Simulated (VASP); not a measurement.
Data:

```
CELL_PARAMETERS angstrom
      3.15258     0.00000     0.00000
      0.00000     3.15258     0.00000
      0.00000     0.00000     4.47103
ATOMIC_POSITIONS crystal
  Zr 0.00000 0.00000 0.00000
  In 0.50000 0.50000 0.50000
```

Level of theory: PBEsol GGA, VASP's PBE PAW potentials (set 64) (plane waves; VASP). Numerical set-up: 300 eV cut-off, 14×14×10 Γ-centred mesh, Fermi-Dirac smearing of 0.14 eV, potentials Zr_sv In_d.

Task: Give the energies of bands 10 to 15 at the high-symmetry points, in eV from the Fermi level.

Result: 
| band | Γ | X | M | Z | R | A |
|---|---|---|---|---|---|---|
| 10 | -8.86 | -4.96 | -3.81 | -7.50 | -5.59 | -2.91 |
| 11 | -1.72 | -4.37 | -0.72 | -4.91 | -2.65 | -2.63 |
| 12 | -1.08 | -2.07 | -0.72 | -1.10 | -1.11 | -2.63 |
| 13 | -0.30 | -0.62 | 0.25 | 0.53 | -0.93 | -0.85 |
| 14 | 2.80 | 1.74 | 0.25 | 1.78 | 1.87 | 2.32 |
| 15 | 2.80 | 3.03 | 0.34 | 1.78 | 2.10 | 4.09 |

It has no gap at this level: it comes out as a metal or semimetal.

The structure comes from a computed database's ZrIn entry (P4/mmm); how it stands against other phases isn't given here. The cell was not relaxed at this level. The electron count is odd and the run is not spin-polarised, which forces a metal.
